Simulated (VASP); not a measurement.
Input:

```xyz
2
Lattice="0.0000 3.2510 3.2510 3.2510 0.0000 3.2510 3.2510 3.2510 0.0000" Properties=species:S:1:pos:R:3 pbc="T T T"
Cd     0.0000     0.0000     0.0000
Te     1.6255     1.6255     1.6255
```

All values below come from PBEsol GGA, VASP's PBE PAW potentials (set 64) (plane waves; VASP). Run with 500 eV cut-off, 7×7×7 Γ-centred mesh, Gaussian smearing of 0.050 eV, potentials Cd Te.

Unless said otherwise, spin-orbit coupling is left out, though it shifts the bands of the heavy elements here.

Problem. Predict the energy per atom (σ→0), band gap (on the k-mesh) with the smallest direct gap where there is one.

Solution. 
band gap (on the k-mesh): 0.63 eV
smallest direct gap (on the k-mesh): 0.63 eV
energy per atom (σ→0): -264.8 kJ/mol-atom

Total energies compare only between runs with the same potentials, cut-off and functional.

The structure was generated: CdTe was put into the zinc blende type (F-43m), which need not be its known phase. It was relaxed first.
